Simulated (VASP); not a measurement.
A convergence study with VASP on TiAl (L1_0): one setting is varied, all else stays as given below, so the limit is that of these other settings.

```xyz
2
Lattice="2.8300 0.0000 0.0000 0.0000 2.8300 0.0000 0.0000 0.0000 4.0700" Properties=species:S:1:pos:R:3 pbc="T T T"
Ti     0.0000     0.0000     0.0000
Al     1.4150     1.4150     2.0350
```

Calculation: PBE GGA, VASP's PBE PAW potentials (set 64) (plane waves; VASP). The tightest run used: 550 eV cut-off, 22×22×16 Γ-centred mesh, first-order Methfessel-Paxton smearing of 0.10 eV, potentials Ti_sv Al.

Q: The settings run are 1×1×1 mesh; 2×2×1 mesh; 3×3×2 mesh; 4×4×3 mesh; 5×5×4 mesh; 6×6×4 mesh; 8×8×6 mesh; 9×9×6 mesh; 10×10×7 mesh; 11×11×8 mesh; 12×12×9 mesh; 13×13×9 mesh; 15×15×11 mesh; 16×16×11 mesh; 17×17×12 mesh; 18×18×13 mesh; 19×19×14 mesh; 21×21×15 mesh; 22×22×16 mesh. From which on does the energy per atom stay within 0.01 eV/atom of the tightest run?

A: From 6×6×4 mesh on: it is off by 0.0018 there and by no more than 0.01 in any finer run, while 5×5×4 mesh is off by 0.0329.
```csv
setting,E (eV/atom),pressure (GPa),irreducible k-points,difference judged (eV/atom)
1×1×1 mesh,-7.8267,-2.47,1,1.6315
2×2×1 mesh,-6.0081,1.05,3,0.1872
3×3×2 mesh,-6.1746,-1.92,6,0.0207
4×4×3 mesh,-6.1570,-0.38,12,0.0383
5×5×4 mesh,-6.1624,-0.40,18,0.0329
6×6×4 mesh,-6.1971,-0.41,30,0.0018
8×8×6 mesh,-6.1924,-0.46,60,0.0029
9×9×6 mesh,-6.1932,-0.44,60,0.0021
10×10×7 mesh,-6.1946,-0.45,84,0.0006
11×11×8 mesh,-6.1970,-0.47,105,0.0017
12×12×9 mesh,-6.1964,-0.51,140,0.0011
13×13×9 mesh,-6.1946,-0.50,140,0.0006
15×15×11 mesh,-6.1959,-0.52,216,0.0007
16×16×11 mesh,-6.1957,-0.50,270,0.0005
17×17×12 mesh,-6.1952,-0.51,315,0.0000
18×18×13 mesh,-6.1956,-0.50,385,0.0003
19×19×14 mesh,-6.1960,-0.51,440,0.0007
21×21×15 mesh,-6.1954,-0.51,528,0.0001
22×22×16 mesh,-6.1953,-0.50,702,0.0000
```

Left out are rungs that failed or repeat a setting and relaxations that didn't move; long series are thinned to 24 rows.

The compound is TiAl in the L1_0 structure. The cell was not relaxed at this level. The electron count is odd and the run is not spin-polarised, which forces a metal.
